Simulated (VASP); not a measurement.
# Tl3Cu (Pm-3m) in VASP: equation of state, part 2 of 2

VASP 6.6.1. Earlier steps stand in the parts before.

## 7. Equation of state, PBE, 27.81 Å³/atom (volume scaled by 1.06)

File INCAR:

```
PREC     = Accurate       # precision mode
ENCUT    = 520            # plane-wave cutoff, eV
EDIFF    = 1E-7           # SCF threshold, eV
ISMEAR   = -1             # smearing method
SIGMA    = 0.05           # smearing width, eV
LREAL    = False          # projectors in reciprocal space
LASPH    = True           # aspherical terms in the spheres
NELM     = 60             # most SCF steps
ALGO     = Normal         # electronic algorithm
ISIF     = 2              # what is computed and relaxed
LWAVE    = False          # write WAVECAR
LCHARG   = False          # write CHGCAR
GGA      = PE             # functional
NBANDS   = 33             # bands
```

File KPOINTS:

```
regular mesh
0
Gamma
  6 6 6
```

File POSCAR:

```
Tl3Cu
1.0
    4.8095116441      0.0000000000      0.0000000000
    0.0000000000      4.8095116441      0.0000000000
    0.0000000000      0.0000000000      4.8095116441
Tl Cu
3 1
Direct
    0.5000000000      0.5000000000      0.0000000000
    0.5000000000      0.0000000000      0.5000000000
    0.0000000000      0.5000000000      0.5000000000
    0.0000000000      0.0000000000      0.0000000000
```

Potentials or basis: VASP PAW PBE potentials, release 64 (Tl_d, Cu).

Launch:

```bash
> cat potpaw_PBE.64/Tl_d/POTCAR potpaw_PBE.64/Cu/POTCAR > POTCAR
> mpirun -np 1 vasp_std > vasp.out
```

OUTCAR:

```text
PREC = Accurate
   ENCUT = 520
   EDIFF = 1E-7
   ISMEAR = -1
   LREAL = False
   LASPH = True
   NELM = 60
   ISIF = 2
   GGA = PE

 Found     20 irreducible k-points:

 Following reciprocal coordinates:
            Coordinates               Weight
  0.000000  0.000000  0.000000      1.000000
  0.166667  0.000000  0.000000      6.000000
  0.333333  0.000000  0.000000      6.000000
  0.500000  0.000000  0.000000      3.000000
  0.166667  0.166667  0.000000     12.000000
  0.333333  0.166667  0.000000     24.000000
   k-points           NKPTS =     20   k-points in BZ     NKDIM =     20   number of bands    NBANDS=     33
   number of dos      NEDOS =    301   number of ions     NIONS =      4
   total plane-waves  NPLWV =  46656
   dimension x,y,z NGX =    36 NGY =   36 NGZ =   36
   dimension x,y,z NGXF=    72 NGYF=   72 NGZF=   72
   ions per type =               3   1
   NGX,Y,Z   is equivalent  to a cutoff of  12.44, 12.44, 12.44 a.u.
   NGXF,Y,Z  is equivalent  to a cutoff of  24.89, 24.89, 24.89 a.u.
 SYSTEM =  unknown system
   PREC   = accura    normal or accurate (medium, high low for compatibility)
   ISTART =      0    job   : 0-new  1-cont  2-samecut
   ICHARG =      2    charge: 1-file 2-atom 10-const
   ISPIN  =      1    spin polarized calculation?
   LNONCOLLINEAR =      F non collinear calculations
   LSORBIT =      F    spin-orbit coupling
   LASPH  =      T    aspherical Exc in radial PAW
   ENCUT  =  520.0 eV  38.22 Ry    6.18 a.u.   8.94  8.94  8.94*2*pi/ulx,y,z
   NELM   =     60;   NELMIN=  2; NELMDL= -5     # of ELM steps
   EDIFF  = 0.1E-06   stopping-criterion for ELM
   LREAL  =      F    real-space projection
   EDIFFG = 0.1E-05   stopping-criterion for IOM
   NSW    =      0    number of steps for IOM
   IBRION =     -1    ionic relax: 0-MD 1-quasi-New 2-CG
   NFREE  =      0    steps in history (QN), initial steepest desc. (CG)
   ISIF   =      2    stress and relaxation
   ISYM   =      2    0-nonsym 1-usesym 2-fastsym
   POTIM  = 0.5000    time-step for ionic-motion
   TEBEG  =    0.0;   TEEND  =   0.0 temperature during run
   PSTRESS=    0.0 pullay stress
   NELECT =      50.0000    total number of electrons
   NUPDOWN=      -1.0000    fix difference up-down
   EMIN   =  10.00;   EMAX   =-10.00  energy-range for DOS
   EFERMI =   0.00;   METHOD = LEGACY
   ISMEAR =    -1;   SIGMA  =   0.05  broadening in eV -4-tet -1-fermi 0-gaus
   EFERMI_NEDOS =   21; number of points for ismear=-14 and -15
   IALGO  =     38    algorithm
   IMIX   =      4    mixing-type and parameters
     AMIX     =   0.40;   BMIX     =  1.00
     AMIX_MAG =   1.60;   BMIX_MAG =  1.00
  volume/ion in A,a.u.               =      27.81       187.69
  Fermi-wavevector in a.u.,A,eV,Ry     =   1.253999  2.369714 21.395344  1.572513
  Thomas-Fermi vector in A             =   2.387825
   LORBIT       =      0    0 simple, 1 ext, 2 COOP (PROOUT), +10 PAW based schemes
   GGA     = PE    functional components
   LHFCALC =     F    Hartree Fock is set to
   AEXX    =    0.0000 exact exchange contribution
   IVDW    =     0    specifies the selected vdW correction
   LEPSILON=     F    determine dielectric tensor
   LRPA    =     F    only Hartree local field effects (RPA)
 non-spin polarized calculation
  energy-cutoff  :      520.00
  volume of cell :      111.25
 maximum number of plane-waves:      3028
 NGX is ok and might be reduce to    36
   NGX = 17   NGY = 17   NGZ = 17

 number of electron      50.0000049 magnetization

 Free energy of the ion-electron system (eV)
  ---------------------------------------------------
  ext. energy  EPLUGINS =         0.00000000
  ---------------------------------------------------
  free energy    TOTEN  =        -9.24657591 eV

  energy without entropy =       -9.22909299  energy(sigma->0) =       -9.23783445

 E-fermi :   5.5067     XC(G=0):  -9.8905

 val. band max:        5.4559291227   @ k =   0.5000   0.3333   0.1667
 cond. band min:       5.6154544061   @ k =   0.3333   0.1667   0.0000
 fundamental gap:      0.1595252835
 Fermi energy:         5.5067106133

 k-point     1 :       0.0000    0.0000    0.0000
  band No.  band energies     occupation
      1      -6.4583      2.00000
      2      -6.4173      2.00000
      3      -6.4173      2.00000
      4      -6.4173      2.00000
      5      -6.1745      2.00000
      6      -6.1745      2.00000
[... 25 lines left out ...]
     32      10.6514      0.00000
     33      10.6514      0.00000

 k-point     2 :       0.1667    0.0000    0.0000
  band No.  band energies     occupation
      1      -6.4161      2.00000
      2      -6.4084      2.00000
      3      -6.3710      2.00000
      4      -6.3710      2.00000
      5      -6.1653      2.00000
      6      -6.1384      2.00000
[... 25 lines left out ...]
     32      10.6909      0.00000
     33      10.6909      0.00000

 k-point     3 :       0.3333    0.0000    0.0000
  band No.  band energies     occupation
      1      -6.3895      2.00000
      2      -6.3129      2.00000
      3      -6.2408      2.00000
      4      -6.2408      2.00000
      5      -6.1451      2.00000
      6      -6.0476      2.00000
[... 25 lines left out ...]
     32      11.3647      0.00000
     33      11.3647      0.00000

 k-point     4 :       0.5000    0.0000    0.0000
  band No.  band energies     occupation
      1      -6.3795      2.00000
      2      -6.2420      2.00000
      3      -6.1263      2.00000
      4      -6.0867      2.00000
      5      -6.0867      2.00000
      6      -6.0121      2.00000
[... 25 lines left out ...]
     32      12.1185      0.00000
     33      12.1205      0.00000

 k-point     5 :       0.1667    0.1667    0.0000
  band No.  band energies     occupation
      1      -6.3889      2.00000
      2      -6.3785      2.00000
      3      -6.3465      2.00000
      4      -6.3268      2.00000
      5      -6.1428      2.00000
      6      -6.1125      2.00000
[... 25 lines left out ...]
     32      10.0934      0.00000
     33      10.9103      0.00000

 k-point     6 :       0.3333    0.1667    0.0000
  band No.  band energies     occupation
      1      -6.3510      2.00000
      2      -6.3046      2.00000
      3      -6.2272      2.00000
      4      -6.2192      2.00000
      5      -6.1198      2.00000
      6      -6.0250      2.00000
[... 25 lines left out ...]
     32      10.5106      0.00000
     33      11.1560      0.00000

 [... further k-points ...]

------------------------ aborting loop because EDIFF is reached ----------------------------------------

  FORCE on cell =-STRESS in cart. coord.  units (eV):
  Direction    XX          YY          ZZ          XY          YZ          ZX
  --------------------------------------------------------------------------------------
  -------------------------------------------------------------------------------------
  Total       -1.1314766     -1.1314766     -1.1314766      0.0000000     -0.0000000      0.0000000
  in kB      -16.2949568    -16.2949568    -16.2949568      0.0000000     -0.0000000      0.0000000
  external PRESSURE =     -16.2949568 kB  Pullay stress =       0.0000000 kB

 VOLUME and BASIS-vectors are now :
 -----------------------------------------------------------------------------
  energy-cutoff  :      520.00
  volume of cell :      111.25
      direct lattice vectors                 reciprocal lattice vectors
     4.809511644  0.000000000  0.000000000     0.207921318  0.000000000  0.000000000
     0.000000000  4.809511644  0.000000000     0.000000000  0.207921318  0.000000000
     0.000000000  0.000000000  4.809511644     0.000000000  0.000000000  0.207921318

 POSITION                                       TOTAL-FORCE (eV/Angst)
 -----------------------------------------------------------------------------------
      2.40476      2.40476      0.00000         0.000000      0.000000      0.000000
      2.40476      0.00000      2.40476         0.000000      0.000000      0.000000
      0.00000      2.40476      2.40476         0.000000      0.000000      0.000000
      0.00000      0.00000      0.00000         0.000000      0.000000      0.000000
 -----------------------------------------------------------------------------------
    total drift:                                0.000000      0.000000      0.000000

  FREE ENERGIE OF THE ION-ELECTRON SYSTEM (eV)
  ---------------------------------------------------
  free  energy   TOTEN  =        -9.2465759137 eV

  energy  without entropy=       -9.2290929914  energy(sigma->0) =       -9.23783445
```

It took 86 s on 1 thread of AMD EPYC 7R43 (Zen 3), shared host; peak memory 0.18 GiB.

Results:

```
Free energy            : -9.2466 eV
Pressure               : -1.6 GPa
Band gap on the k mesh : none (metal or under the smearing width)
```

## 8. Equation of state, PBE

Potentials or basis: VASP PAW PBE potentials, release 64 (Tl_d, Cu).

This step only gathers the single runs of the series.

Results:

```yaml
Equilibrium_volume: 26.31 Å³/atom
Bulk_modulus: 32 GPa
Pressure_derivative_of_the_bulk_modulus: 5.0
```

Energy against volume, from the lowest point:
| volume (Å³/atom) | energy (meV/atom) |
| --- | --- |
| 24.664 | 11.79 |
| 25.189 | 5.23 |
| 25.714 | 1.39 |
| 26.238 | 0.00 |
| 26.763 | 0.77 |
| 27.288 | 3.44 |
| 27.813 | 7.81 |
